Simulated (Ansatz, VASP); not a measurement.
# CdInCl3: VASP beside Ansatz, part 2 of 2

Aim: how closely do two programs agree when they are given the same cell, functional and k mesh? The cell is generated by rule, not measured, and may not be a known phase. The cell is taken from a series of runs on this material, whose earlier steps may have relaxed, scaled, displaced or heated it; both programs get it as it stands.

VASP 6.6.1 and Ansatz 0.2.0.

So far: The starting structure; VASP: relaxation of cell and atoms, PBEsol.

The structure was built from a prototype and need not be the compound's stable phase.

**3. Ansatz: relaxation of cell and atoms, PBEsol**

Level of this step: Ansatz beside VASP: Kohn-Sham DFT, plane waves, PBEsol (Ansatz).

Ansatz runs on its PAW soft_1 files.

The same cell, functional, mesh and smearing now go to Ansatz, which takes its cutoff from its data sets.

Input file input.yaml:

```yaml
crystal:
  lattice:
    - [5.124318715, 0.0, 0.0]
    - [0.0, 5.124318715, 0.0]
    - [0.0, 0.0, 5.124318715]
  atoms:
    - { symbol: In, position: [0.0, 0.0, 0.0] }
    - { symbol: Cd, position: [0.5, 0.5, 0.5] }
    - { symbol: Cl, position: [0.5, 0.5, 0.0] }
    - { symbol: Cl, position: [0.5, 0.0, 0.5] }
    - { symbol: Cl, position: [0.0, 0.5, 0.5] }
kpoints:
  mp_grid: { grid: [6, 6, 6] }
hamiltonian:
  xc: pbesol
  pseudopotentials: { kind: paw, azcp: { folder: soft_1 }, xc_functional: pbe }
scf:
  occupations: { method: gaussian, width: 0.02 }
output:
  forces: true
  stress: true
  eigenvalues: true
  write_density: true
  write_potential: true
  elf: true
  volumetric_format: npy
relax:
  adjacent_minimum: "off"
  f_tol: 0.005
  max_steps: 80
  cell: { stress_tol: 0.05 }
```

Run with:

```sh
$ ansatz run input.yaml --threads 8 --pin off --max-ram 16384MiB --backend cpu --events-out ev --progress --plain --runs-dir out
```

Numbers of over 12 decimals in the logs are rounded to 6 here.

What it wrote:

```text
Engine: ansatz 0.2.0, aarch64-unknown-linux-gnu
Pseudopotentials: kind: paw
Pseudopotential: In, paw, valence charge 13, recommended cutoff 420 eV (normal), soft_1/In.paw.azcp
Pseudopotential: Cd, paw, valence charge 20, recommended cutoff 420 eV (normal), soft_1/Cd.paw.azcp
Pseudopotential: Cl, paw, valence charge 7, recommended cutoff 420 eV (normal), soft_1/Cl.paw.azcp
Functional definition: PBEsol
  exchange = pbesol_x
  correlation = pbesol_c
Crystal: 5 atoms, lattice volume = 134.558 Å³
Basis set: ecut = 420 eV, 2601 PW (Γ), exchange–correlation on 72×72×72 points (8 copies of the dense FFT grid, shifted against one another)
Bands: 33, of which v1, the nominal top of the filled ones, is band 27 counted from 1 (26 counted from 0)
Symmetry: 48 space group operations
Space group: Pm-3m (ITA 221), of the structure as read, at distance tolerance 5.1e-5 Å
k-points: 20 of 216
Non-local potential: In, projectors of the file, l = 0: 2, l = 1: 2, l = 2: 2, l = 3: 1
Non-local potential: Cd, projectors of the file, l = 0: 3, l = 1: 2, l = 2: 2, l = 3: 1
Non-local potential: Cl, projectors of the file, l = 0: 2, l = 1: 2, l = 2: 1
PAW form: soft (Blöchl's): semilocal exchange-correlation on the pseudo side does not see the compensation charge
PAW frozen core: In, regenerated for the run's functional, and the local potential with it (the file was generated under x = pbe(κ = 0.804, μ = 0.219515), c = pbe(β = 0.066725))
PAW frozen core: Cd, regenerated for the run's functional, and the local potential with it (the file was generated under x = pbe(κ = 0.804, μ = 0.219515), c = pbe(β = 0.066725))
PAW frozen core: Cl, regenerated for the run's functional, and the local potential with it (the file was generated under x = pbe(κ = 0.804, μ = 0.219515), c = pbe(β = 0.066725))
PAW one-centre angular grid: In, 590 points (default); XC on 64 Gauss nodes
PAW one-centre angular grid: Cd, 590 points (default); XC on 64 Gauss nodes
PAW one-centre angular grid: Cl, 110 points (default); XC on 64 Gauss nodes
Initial density: superposition of atomic densities (chi_scale 0.1, normalization cell, long waves kept (reshape's long-wave potential 0.01 eV rms))
Initial wavefunctions: pseudopotential atomic-orbital guess
Functional: x = pbesol(κ = 0.804, μ = 0.123457), c = pbesol(β = 0.046)
SCF iter   1: F=—  HF=-16897.998981 eV  |F-HF|=—  |Δ(HF+E_count)|=         —  Δρ=5.11e-2  dr2=3.91e0  ethr=3.10e-3  ⟨swp⟩=7.8  Hψ=2996  notcnv=0
preconditioner: auto → Resta (q_TF=auto, 2.343 Å⁻¹)  ε∞=3.7  [insulator: Δε(μ)=1.013 eV  Ē_g=13.191 eV  σ=0.020 eV  W_gap=1.00  n_scr=26 (ndim 8)  ℏωp=21.7 eV  f_vac=0.015  D(μ)=0.00/eV (n_scr^D=0)  ε∞_Penn≈3.7]
SCF iter   2: F=—  HF=-16896.565587 eV  |F-HF|=—  |Δ(HF+E_count)|=    1.43e0  Δρ=1.33e-2  dr2=2.54e-1  ethr=3.10e-3  ⟨swp⟩=3.0  Hψ=1520  notcnv=0  defer=40
SCF iter   3: F=—  HF=-16896.486312 eV  |F-HF|=—  |Δ(HF+E_count)|=   7.93e-2  Δρ=5.44e-3  dr2=3.42e-2  ethr=4.71e-4  ⟨swp⟩=3.0  Hψ=1182  notcnv=0  defer=40
SCF iter   4: F=—  HF=-16896.478858 eV  |F-HF|=—  |Δ(HF+E_count)|=   7.45e-3  Δρ=9.67e-4  dr2=1.63e-3  ethr=6.33e-5  ⟨swp⟩=3.4  Hψ=1361  notcnv=0  defer=40
SCF iter   5: F=—  HF=-16896.478967 eV  |F-HF|=—  |Δ(HF+E_count)|=   1.09e-4  Δρ=3.26e-4  dr2=1.36e-4  ethr=3.01e-6  ⟨swp⟩=2.0  Hψ=1132  notcnv=0  defer=40
SCF iter   6: F=—  HF=-16896.479063 eV  |F-HF|=—  |Δ(HF+E_count)|=   9.64e-5  Δρ=7.27e-5  dr2=8.70e-6  ethr=2.51e-7  ⟨swp⟩=2.0  Hψ=982  notcnv=0  defer=40
SCF iter   7: F=—  HF=-16896.479205 eV  |F-HF|=—  |Δ(HF+E_count)|=   1.41e-4  Δρ=2.33e-5  dr2=8.73e-7  ethr=1.61e-8  ⟨swp⟩=2.0  Hψ=1080  notcnv=0  defer=40
SCF iter   8: F=-16896.479205 eV  HF=-16896.479205 eV  |F-HF|=9.94e-8  |Δ(HF+E_count)|=   7.95e-7  Δρ=5.28e-6  dr2=7.06e-8  ethr=1.85e-10  ⟨swp⟩=17.6  Hψ=5469  notcnv=0
SCF 1 converged in 8 iterations: F = -16896.479205 eV  dr2 = 7.06e-8
  greatest PAW one-centre occupation: 1.000 electrons in one spin orbital (limit 2), on the Cd atom at site 1 (counted from 0), in its partial waves of l = 0
relax step   1: F+E_penalty+E_count = -16896.47920544 eV  Δ(F+E_penalty+E_count) = +0.000e0 eV  max|allowed force component| = 4.160e-29 eV/Å  Δτ_max = 0.0000 Å  P = -0.014 GPa  Ω = 134.558 Å³  (8 SCF iters, dr2 threshold 1.00e-7 eV, accepted)
Initial density: handed on by an earlier stage of this run
Initial wavefunctions: pseudopotential atomic-orbital guess (no wavefunctions were taken with the density)
iter 1 solved again at ethr=4.04e-7 eV; its pass at ethr=3.10e-3 eV (dr2=2.18e-4 eV) is discarded
SCF iter   1: F=—  HF=-16896.479069 eV  |F-HF|=—  |Δ(HF+E_count)|=         —  Δρ=5.43e-6  dr2=7.38e-8  ethr=4.04e-7  ⟨swp⟩=3.5  Hψ=5056  notcnv=0
eigensolver tolerance schedule: the retry pair's looser diagonalisation over-reported the residual by 2954.45 of it (diagonalisation noise at 0.63 of the residual, at the tolerance the schedule requests for it); recorded, not acted on — ethr = c·dr2/N_el stays at c = 1.0e-1
preconditioner: auto → Resta (q_TF=auto, 2.343 Å⁻¹)  ε∞=4.0  [insulator: Δε(μ)=1.788 eV  Ē_g=12.548 eV  σ=0.020 eV  W_gap=1.00  n_scr=26 (ndim 8)  ℏωp=21.7 eV  f_vac=0.033  D(μ)=0.00/eV (n_scr^D=0)  ε∞_Penn≈4.0]
SCF iter   2: F=—  HF=-16896.479205 eV  |F-HF|=—  |Δ(HF+E_count)|=   1.36e-4  Δρ=3.96e-6  dr2=3.69e-8  ethr=1.37e-10  ⟨swp⟩=3.2  Hψ=1464  notcnv=0
SCF iter   3: F=—  HF=-16896.479205 eV  |F-HF|=—  |Δ(HF+E_count)|=   6.14e-8  Δρ=3.05e-6  dr2=1.04e-8  ethr=6.83e-11  ⟨swp⟩=2.0  Hψ=1165  notcnv=0
SCF iter   4: F=—  HF=-16896.479205 eV  |F-HF|=—  |Δ(HF+E_count)|=   1.46e-9  Δρ=1.23e-6  dr2=1.10e-9  ethr=1.93e-11  ⟨swp⟩=2.0  Hψ=1149  notcnv=0
SCF iter   5: F=—  HF=-16896.479205 eV  |F-HF|=—  |Δ(HF+E_count)|=  2.47e-10  Δρ=4.94e-7  dr2=1.58e-10  ethr=2.04e-12  ⟨swp⟩=2.2  Hψ=991  notcnv=0
SCF iter   6: F=-16896.479205 eV  HF=-16896.479205 eV  |F-HF|=0.00e0  |Δ(HF+E_count)|=  9.09e-11  Δρ=7.71e-8  dr2=6.12e-12  ethr=1.00e-12  ⟨swp⟩=7.0  Hψ=3231  notcnv=0
SCF 2 converged in 6 iterations: F = -16896.479205 eV  dr2 = 6.12e-12
relax step   2: F+E_penalty+E_count = -16896.47920547 eV  Δ(F+E_penalty+E_count) = -2.160e-8 eV  max|allowed force component| = 4.457e-29 eV/Å  Δτ_max = 0.0000 Å  P = -0.014 GPa  Ω = 134.558 Å³  stress off target by 1.44e-2 GPa  SCF on the basis re-selected at this cell (its energy is not comparable with the rows above)  (6 SCF iters)
basis re-selected at this cell: Δ(F+E_penalty+E_count) = -2.160e-8 eV, ΔP = -0.000 GPa vs the last step (what re-selecting the basis moved, of the pressure what is left beyond the Pulay correction that the steps carried, after the strain that the cell walked since its last selection, with what the two solves' SCF thresholds leave and, on support functions, any second-order correction that the steps lacked; it is no m [...]
SCF converged after 6 iterations
Free energy (F): -16896.479205 eV
Harris-Foulkes:  -16896.479205 eV  (|F-HF|=0.00e0)
Internal energy: -16896.479205 eV  (E = F + TS)
E sigma→0 (E₀):  -16896.479205 eV
Fermi energy:    4.805976 eV
--- Per-component energies (eV) ---
  E_band       = -666.214786
  E_kinetic    = 1109.329421
  E_local      = -6365.029268  (includes V_loc(G=0)·N_el)
  E_nonlocal   = 548.714547
  E_hartree    = 2753.703516
  E_xc         = -616.012248
  E_vxc        = -632.281478  (∫ρ·V_xc dr)
  E_paw        = -10087.037744  (= ΣΔE_a)
  E_vpaw       = -834.355729  (= ΣTr[D̂ρ^β])
  E_aug_tail   = 0.000833  (compensation charges beyond the density's cutoff)
  E_ewald      = -4240.961424
  E_core_change = 0.813161  (= ΣΔE_core)
  E_smearing   = -0.000000  (= −TS)
  E_closure    = -0.000000  (closes the sum)
  Σ components = -16896.479205   (vs F -16896.479205, Δ=0.00e0)
--- Forces (eV/Å), atoms counted from 1 ---
  atom   1  In    -0.00000000    -0.00000000     0.00000000
  atom   2  Cd     0.00000000    -0.00000000     0.00000000
  atom   3  Cl    -0.00000000     0.00000000     0.00000000
  atom   4  Cl    -0.00000000    -0.00000000    -0.00000000
  atom   5  Cl     0.00000000    -0.00000000     0.00000000
  max |Σ_I F_I| component: 5.06e-29 eV/Å
--- Stress (GPa, compression-positive) ---
       -0.014375       0.000000       0.000000
        0.000000      -0.014375       0.000000
        0.000000       0.000000      -0.014375
  P = ⅓ Tr σ = -0.0144 GPa (-0.144 kbar)
--- Band table (eV; the first three rows and the last of 20) ---
  k-point 0: bands = [... 23 lower, 2.8480, 2.9103, 2.9103, 2.9103, 5.6998, 9.7121, 9.7121, 9.7121, ... 2 higher]
  k-point 1: bands = [... 23 lower, 2.8087, 2.9056, 2.9056, 3.0891, 6.2705, 8.9554, 9.4842, 9.4842, ... 2 higher]
  k-point 2: bands = [... 23 lower, 2.7210, 2.9347, 2.9347, 3.5508, 7.5642, 7.9325, 9.1307, 9.1307, ... 2 higher]
  k-point 19: bands = [... 23 lower, 3.5220, 3.5220, 3.9120, 3.9120, 9.4574, 9.4574, 9.4574, 10.0773, ... 2 higher]
--- Relaxed structure (1 steps of the walk, 1 accepted, 1 SCFs on fresh bases) ---
  F+E_penalty+E_count = -16896.47920547 eV   max|allowed force component| = 4.457e-29 eV/Å   (the final SCF, on the basis selected at the relaxed cell)
  cell:  # Å, volume = 134.5577 Å³
    - [5.124318715, 0.0, 0.0]
    - [0.0, 5.124318715, 0.0]
    - [0.0, 0.0, 5.124318715]
  atoms:
    - { symbol: In, position: [0.0, 0.0, 0.0] }
    - { symbol: Cd, position: [0.5, 0.5, 0.5] }
    - { symbol: Cl, position: [0.5, 0.5, 0.0] }
    - { symbol: Cl, position: [0.5, 0.0, 0.5] }
    - { symbol: Cl, position: [0.0, 0.5, 0.5] }
```

**4. Comparison**

Known differences besides the potentials themselves: the data sets hold 54 valence electrons in Ansatz (on its PAW soft_1 files) and 46 in VASP; the cutoff is 420 eV in Ansatz and 500 eV in VASP; Ansatz makes its cores anew for this functional, VASP keeps those of its PBE data sets; Ansatz adds a Pulay correction to the stress that steers its cell, VASP none. Total energies have different zeros and are not compared.

Compared:

```csv
quantity,Ansatz,VASP,difference
volume (Å³),134.56,135.09,-0.39 %
"edge a after relaxation, in the typed setting (Å)",5.124,5.131,-0.13 %
```

**5. Outcome**

```yaml
difference_in_volume_relaxation_of_cell_and_atoms_pbesol: -0.39 %
```

What this shows: The difference in volume is -0.39 % (relaxation of cell and atoms, PBEsol), within the 1.2 % picked in this series as the mark of a large difference, as far as the stopping tolerances let one tell. The data sets hold unlike numbers of valence electrons (54 in Ansatz and 46 in VASP), so part of the differences comes from the potentials. 1 further run of this series is not shown here. Such differences can come from data sets, numerical settings and the points named under the comparisons, not from the functional's error against experiment.

[Lines on the potential files, build, host, timing and source positions are cut from VASP's logs without a mark.]

[Logs are printed without paths, hosts, clocks, repeated set-up lines and the standing remarks that a program may print on its own settings, such as how far it seeks lower states.]

[Hosts, paths, dates, database ids (printed as entryN), source tags and the programs' standing remarks are cut or masked in the printed files.]
